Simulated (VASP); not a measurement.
A run of VASP 6.6.1:

INCAR

```
SYSTEM = BaFeO2
ALGO = Fast
EDIFF = 1E-4
EDIFFG = -0.08
ENCUT = 520
GGA = PE
IBRION = 2
ISIF = 3
ISMEAR = 0
ISPIN = 2
LASPH = .TRUE.
LCHARG = .FALSE.
LMAXMIX = 4
LORBIT = 11
LREAL = .FALSE.
LWAVE = .FALSE.
MAGMOM = 0 3 0 0
NELM = 60
NSW = 24
PREC = Normal
SIGMA = 0.15
```

File KPOINTS:

```
k-points
0
G
  5 5 2
  0 0 0
```

Contents of POSCAR:

```
BaFeO2
1.0
    3.3477691800      0.0000000000      0.0000000000
   -1.6738845900      2.8992531600      0.0000000000
    0.0000000000      0.0000000000      7.6449451100
Ba Fe O
1 1 2
Direct
    0.0000000000      0.0000000000      0.0000000000
    0.0000000000      0.0000000000      0.5000000000
    0.3333333300      0.6666666700      0.5000000000
    0.6666666700      0.3333333300      0.5000000000
```

Potentials or basis: VASP PAW PBE potentials, release 64 (Ba_sv, Fe, O).

Launch:

```bash
$ cat potpaw_PBE.64/Ba_sv/POTCAR potpaw_PBE.64/Fe/POTCAR potpaw_PBE.64/O/POTCAR > POTCAR
$ mpirun -np 1 vasp_std > vasp.out
```

Hardware: 1 thread of Intel(R) Xeon(R) 6975P-C (Granite Rapids), on a shared host.

Task: Estimate the wall time of this run.

Result: Wall time 3 min on 1 thread of Intel(R) Xeon(R) 6975P-C (Granite Rapids) (shared host), peak memory 0.2 GiB. Counts: scf iterations 233, k points 10, ion steps 13.
